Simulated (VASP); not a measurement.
Here is the system:

```
HgTe
1.0
    0.00000     3.25829     3.25829
    3.25829     0.00000     3.25829
    3.25829     3.25829     0.00000
Hg Te
1 1
Direct
  0.00000   0.00000   0.00000
  0.25000   0.25000   0.25000
```

Computed with PBEsol GGA, VASP's PBE PAW potentials (set 64) (plane waves; VASP). Run with 520 eV cut-off, Gaussian smearing of 0.050 eV, potentials Hg Te.

Problem. Give the energies of bands 2 to 12 at the high-symmetry points, in eV from the Fermi level.

Solution. 
```tsv
band	Γ	X	U	L	W
2	-7.21	-7.03	-7.02	-7.09	-6.99
3	-7.21	-6.88	-6.93	-7.09	-6.95
4	-7.21	-6.88	-6.81	-6.68	-6.75
5	-6.70	-6.64	-6.67	-6.68	-6.73
6	-6.70	-6.28	-6.20	-6.41	-6.12
7	-0.86	-5.34	-5.36	-5.38	-5.42
8	0.00	-2.19	-2.83	-0.95	-2.57
9	0.00	-2.19	-1.82	-0.95	-2.48
10	0.00	1.85	2.19	0.64	3.04
11	4.22	2.44	3.95	5.00	4.56
12	4.22	8.01	6.92	5.00	5.21
```

It has no gap at this level: it comes out as a metal or semimetal.

The compound is HgTe in the zinc blende structure. It was relaxed first.
